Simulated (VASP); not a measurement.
## Co: equilibrium volume by level of theory

The structure is hexagonal, space group P6_3/mmc (No. 194). The conventional cell has a = 2.507 Å, b = 2.507 Å, c = 4.070 Å, α = 90.00°, β = 90.00°, γ = 120.00°. Around Co (site symmetry -6m2) lie 12 Co at 2.50 to 2.51 Å.

| rung | level | program and potentials | cutoff (eV) | k mesh | smearing | spin | equilibrium volume (Å³/atom) | notes |
| --- | --- | --- | --- | --- | --- | --- | --- | --- |
| LDA | LDA | VASP, LDA PAW files Co, 600 eV | 600 | 21 × 21 × 10 | gaussian 0.1 | collinear, ferromagnetic start | 9.97 | - |
| GGA | PBE | VASP, PBE PAW files Co, 600 eV | 600 | 21 × 21 × 10 | gaussian 0.1 | collinear, ferromagnetic start | (a) | - |
| GGA + dispersion | PBE+D3(BJ) | VASP, PBE PAW files Co, 600 eV | 600 | 21 × 21 × 10 | gaussian 0.1 | collinear, ferromagnetic start | 10.49 | - |
| GGA | PBEsol | VASP, PBE PAW files Co, 480 eV | 480 | 21 × 21 × 10 | gaussian 0.1 | collinear, ferromagnetic start | 10.32 | potentials made for PBE |
| GGA | PBEsol | VASP, PBE PAW files Co, 580 eV | 580 | 21 × 21 × 10 | gaussian 0.1 | collinear, ferromagnetic start | 10.32 | potentials made for PBE |
| GGA | PBEsol | VASP, PBE PAW files Co, 600 eV | 600 | 21 × 21 × 10 | gaussian 0.1 | off | 9.86 | potentials made for PBE |
| GGA | PBEsol | VASP, PBE PAW files Co, 600 eV | 600 | 9 × 9 × 4 | gaussian 0.1 | collinear, ferromagnetic start | 10.28 | coarse mesh; potentials made for PBE |
| GGA | PBEsol | VASP, PBE PAW files Co, 600 eV | 600 | 21 × 21 × 10 | gaussian 0.1 | collinear, ferromagnetic start | 10.32 | potentials made for PBE |
| GGA | RPBE | VASP, PBE PAW files Co, 600 eV | 600 | 21 × 21 × 10 | gaussian 0.1 | collinear, ferromagnetic start | 11.15 | potentials made for PBE |

Task: relaxation of cell and atoms. Smearing widths are in eV. For a metal such meshes aren't converged. Meshes differ between rows, which moves values too. Meshes are those of the run's cell of 2 atoms unless a note names another. Relaxations start from the cell shown or near it and stop with a little pressure left. Runs on faulty files, with rough fits or with known faults for this quantity aren't shown. No row holds spin-orbit coupling.

Estimate the value left out from the other rows.

(a) 10.81 Å³/atom.
